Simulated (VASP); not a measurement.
Computed with r2SCAN meta-GGA, VASP's PBE PAW potentials (set 64) (plane waves; VASP).

The input files of a VASP run:

File POSCAR:
```
GePt
1
    3.7004197017     0.0000000364     0.0000000000
   -1.8502092863     3.2046572934     0.0000000000
   -0.0000000000    -0.0000000000     2.8736554625
Pt Ge
1 1
Direct
  0.0000000000   1.0000000000   1.0000000000
  0.6666670000   0.3333330000   0.5000000000
```

INCAR:
```
SYSTEM  =  GePt
PREC  =  Accurate; ENCUT  =  400; LREAL  =  .False.
LASPH  =  .True.
EDIFF  =  1E-6; NELM  =  100; ALGO  =  Normal
LMAXMIX  =  6; LMIXTAU  =  .True.
ISMEAR  =  1; SIGMA  =  0.1
METAGGA  =  R2SCAN
IBRION  =  2; NSW  =  60; ISIF  =  3
EDIFFG  =  -0.01
LWAVE  =  .False.; LCHARG  =  .False.
```

### KPOINTS
```
Automatic
0
G
 10 10 11
0 0 0
```

POTCAR, in this order: Pt Ge_d (PBE.64 set). Program: vasp_std.

Output of the run:

File OSZICAR:
```
       N       E                     dE             d eps       ncg     rms          rms(c)
DAV:   1     0.829634508350E+02    0.82963E+02   -0.11065E+04  2928   0.333E+03
DAV:   2    -0.578146379304E+02   -0.14078E+03   -0.13734E+03  2848   0.532E+02
DAV:   3    -0.703501988006E+02   -0.12536E+02   -0.12499E+02  3208   0.111E+02
DAV:   4    -0.705905136996E+02   -0.24031E+00   -0.24026E+00  3224   0.151E+01
DAV:   5    -0.705961026103E+02   -0.55889E-02   -0.55889E-02  3512   0.244E+00    0.109E+01
DAV:   6    -0.658159807714E+02    0.47801E+01   -0.51596E+00  2808   0.189E+01    0.661E+00
DAV:   7    -0.657559633391E+02    0.60017E-01   -0.54141E-01  2936   0.584E+00    0.376E+00
DAV:   8    -0.658026579053E+02   -0.46695E-01   -0.13477E-01  2808   0.257E+00    0.815E-01
DAV:   9    -0.657939638136E+02    0.86941E-02   -0.45247E-02  2832   0.193E+00    0.148E-01
DAV:  10    -0.658135817796E+02   -0.19618E-01   -0.13062E-02  2744   0.896E-01    0.623E-02
DAV:  11    -0.658146978451E+02   -0.11161E-02   -0.56345E-04  2896   0.218E-01    0.366E-02
DAV:  12    -0.658145434914E+02    0.15435E-03   -0.24856E-04  2920   0.156E-01    0.892E-03
DAV:  13    -0.658147956416E+02   -0.25215E-03   -0.11084E-04  2720   0.109E-01    0.429E-03
DAV:  14    -0.658148022766E+02   -0.66350E-05   -0.26182E-06  3560   0.167E-02    0.225E-03
DAV:  15    -0.658148000934E+02    0.21831E-05   -0.72766E-07  2040   0.831E-03    0.787E-04
DAV:  16    -0.658148027237E+02   -0.26303E-05   -0.26259E-07  1384   0.616E-03    0.336E-04
DAV:  17    -0.658148019991E+02    0.72466E-06   -0.52851E-08  1352   0.304E-03
   1 F= -.65814802E+02 E0= -.65814680E+02  d E =-.658148E+02
       N       E                     dE             d eps       ncg     rms          rms(c)
DAV:   1    -0.660005809666E+02   -0.18578E+00   -0.32409E+00  3336   0.310E+01    0.270E+00
DAV:   2    -0.658414197111E+02    0.15916E+00   -0.52354E-01  3240   0.783E+00    0.125E+00
DAV:   3    -0.658211241021E+02    0.20296E-01   -0.31928E-02  3480   0.340E+00    0.674E-01
DAV:   4    -0.658110472769E+02    0.10077E-01   -0.16667E-02  3496   0.191E+00    0.184E-01
DAV:   5    -0.658100279740E+02    0.10193E-02   -0.53104E-03  2912   0.931E-01    0.752E-02
DAV:   6    -0.658117081728E+02   -0.16802E-02   -0.18830E-03  2712   0.321E-01    0.269E-02
DAV:   7    -0.658118892298E+02   -0.18106E-03   -0.10174E-04  2712   0.786E-02    0.162E-02
DAV:   8    -0.658118951893E+02   -0.59595E-05   -0.12869E-05  3128   0.355E-02    0.250E-03
DAV:   9    -0.658119032973E+02   -0.81080E-05   -0.65331E-06  2728   0.234E-02    0.983E-04
DAV:  10    -0.658119034161E+02   -0.11885E-06   -0.98967E-07  2056   0.110E-02
   2 F= -.65811903E+02 E0= -.65811583E+02  d E =0.289858E-02
       N       E                     dE             d eps       ncg     rms          rms(c)
DAV:   1    -0.658882606839E+02   -0.76357E-01   -0.11976E+00  3336   0.178E+01    0.171E+00
DAV:   2    -0.658280312280E+02    0.60229E-01   -0.20435E-01  3272   0.492E+00    0.723E-01
DAV:   3    -0.658203456495E+02    0.76856E-02   -0.12511E-02  3536   0.219E+00    0.390E-01
DAV:   4    -0.658166518383E+02    0.36938E-02   -0.59796E-03  3504   0.115E+00    0.115E-01
DAV:   5    -0.658159270287E+02    0.72481E-03   -0.21369E-03  2912   0.604E-01    0.412E-02
DAV:   6    -0.658168009734E+02   -0.87394E-03   -0.72427E-04  2720   0.196E-01    0.145E-02
DAV:   7    -0.658168244340E+02   -0.23461E-04   -0.31023E-05  2864   0.517E-02    0.101E-02
DAV:   8    -0.658168195971E+02    0.48369E-05   -0.45059E-06  2968   0.234E-02    0.157E-03
DAV:   9    -0.658168193676E+02    0.22950E-06   -0.16511E-06  2056   0.134E-02
   3 F= -.65816819E+02 E0= -.65816590E+02  d E =-.201737E-02
       N       E                     dE             d eps       ncg     rms          rms(c)
DAV:   1    -0.658169669699E+02   -0.14737E-03   -0.42012E-03  3120   0.640E-01    0.673E-02
DAV:   2    -0.658168766079E+02    0.90362E-04   -0.12920E-04  3624   0.129E-01    0.381E-02
DAV:   3    -0.658168526856E+02    0.23922E-04   -0.26153E-05  3976   0.758E-02    0.132E-02
DAV:   4    -0.658168502940E+02    0.23916E-05   -0.89098E-06  3808   0.315E-02    0.364E-03
DAV:   5    -0.658168489735E+02    0.13205E-05   -0.28100E-06  2432   0.174E-02    0.129E-03
DAV:   6    -0.658168499769E+02   -0.10034E-05   -0.19555E-06  2216   0.111E-02    0.662E-04
DAV:   7    -0.658168503464E+02   -0.36954E-06   -0.12919E-07  1368   0.273E-03
   4 F= -.65816850E+02 E0= -.65816583E+02  d E =-.309788E-04
       N       E                     dE             d eps       ncg     rms          rms(c)
DAV:   1    -0.658178092630E+02   -0.95929E-03   -0.33137E-02  3120   0.180E+00    0.189E-01
DAV:   2    -0.658170999861E+02    0.70928E-03   -0.10141E-03  3680   0.360E-01    0.107E-01
DAV:   3    -0.658169084476E+02    0.19154E-03   -0.20729E-04  3944   0.201E-01    0.373E-02
DAV:   4    -0.658168904399E+02    0.18008E-04   -0.71629E-05  3888   0.915E-02    0.104E-02
DAV:   5    -0.658168775246E+02    0.12915E-04   -0.25737E-05  2840   0.519E-02    0.360E-03
DAV:   6    -0.658168907166E+02   -0.13192E-04   -0.17235E-05  2704   0.323E-02    0.184E-03
DAV:   7    -0.658168931844E+02   -0.24678E-05   -0.96540E-07  2104   0.787E-03    0.698E-04
DAV:   8    -0.658168932165E+02   -0.32122E-07   -0.13407E-07  1360   0.351E-03
   5 F= -.65816893E+02 E0= -.65816554E+02  d E =-.738489E-04
```

**OUTCAR**
```
------------------------ aborting loop because EDIFF is reached ----------------------------------------
  FORCE on cell =-STRESS in cart. coord.  units (eV):
  Direction    XX          YY          ZZ          XY          YZ          ZX
  --------------------------------------------------------------------------------------
  Total        0.0053497      0.0053497      0.0142135      0.0000000      0.0000000      0.0000000
  in kB        0.2490294      0.2490294      0.6616425      0.0000000      0.0000000      0.0000000
  external PRESSURE =       0.3865671 kB  Pullay stress =       0.0000000 kB
  volume of cell :       34.42
      direct lattice vectors                 reciprocal lattice vectors
     3.706171883  0.000000038  0.000000000     0.269820188  0.155780719  0.000000000
    -1.853085375  3.209638827 -0.000000000    -0.000000003  0.311561533  0.000000000
     0.000000000 -0.000000000  2.893380485    -0.000000000  0.000000000  0.345616487
 POSITION                                       TOTAL-FORCE (eV/Angst)
 -----------------------------------------------------------------------------------
      3.70617      0.00000      0.00000         0.000000     -0.000000     -0.000000
      1.85309      1.06988      1.44669        -0.000000      0.000000      0.000000
 -----------------------------------------------------------------------------------
    total drift:                               -0.000938      0.000532      0.000000
  FREE ENERGIE OF THE ION-ELECTRON SYSTEM (eV)
  ---------------------------------------------------
  free  energy   TOTEN  =       -65.8168932165 eV

  energy  without entropy=      -65.8158756719  energy(sigma->0) =      -65.81655403

 reached required accuracy - stopping structural energy minimisation
```
(Selected blocks of OUTCAR.)

**CONTCAR**
```
GePt
   1.00000000000000
     3.7061718832370047    0.0000000375161709    0.0000000000000000
    -1.8530853752732972    3.2096388274631855   -0.0000000000000000
     0.0000000000000000   -0.0000000000000000    2.8933804845672699
  Pt              Ge
     1     1
Direct
     1.0000000000000000    0.0000000000000000    0.0000000000000000
     0.6666669999999968    0.3333330000000032    0.5000000000000000
```

### OUTCAR
```
 val. band max:        8.6469919202   @ k =   0.3000   0.2000   0.1818

 cond. band min:       8.6649690243   @ k =   0.2000   0.2000   0.3636


 Fermi energy:         8.6491837136

 k-point     1 :       0.0000    0.0000    0.0000
  band No.  band energies     occupation
      1     -17.3490      2.00000
      2     -17.2696      2.00000
      3     -17.2695      2.00000
      4     -17.2613      2.00000
      5     -17.2612      2.00000
      6      -4.6706      2.00000
      7       2.8954      2.00000
      8       3.4146      2.00000
      9       3.4146      2.00000
     10       5.9874      2.00000
     11       5.9874      2.00000
     12      11.9826      0.00000
     13      11.9827      0.00000
     14      12.9257      0.00000
     15      13.5018      0.00000
     16      16.9307      0.00000

 k-point     2 :       0.1000    0.0000    0.0000
  band No.  band energies     occupation
      1     -17.3482      2.00000
      2     -17.2703      2.00000
      3     -17.2684      2.00000
      4     -17.2614      2.00000
      5     -17.2610      2.00000
      6      -4.5269      2.00000
      7       2.7864      2.00000
      8       3.3940      2.00000
      9       3.5206      2.00000
     10       5.9037      2.00000
     11       5.9794      2.00000
     12      10.7210      0.00000
     13      11.4786      0.00000
     14      13.7235      0.00000
     15      13.7563      0.00000
     16      16.8972      0.00000

 k-point     3 :       0.2000    0.0000    0.0000
  band No.  band energies     occupation
      1     -17.3460      2.00000
      2     -17.2721      2.00000
      3     -17.2658      2.00000
      4     -17.2620      2.00000
      5     -17.2607      2.00000
      6      -4.1130      2.00000
      7       2.4207      2.00000
      8       3.4166      2.00000
      9       3.8278      2.00000
     10       5.7007      2.00000
     11       5.9585      2.00000
     12       8.9305     -0.00051
     13      10.4169     -0.00000
...
```

Unless said otherwise, spin-orbit coupling is left out, though it shifts the bands of the heavy elements here.

The structure was generated: GePt was put into the WC type (P-6m2), which need not be its known phase. This run relaxes it. Symmetry was kept, so distortions that lower it aren't found. The start is the result of an earlier pass.
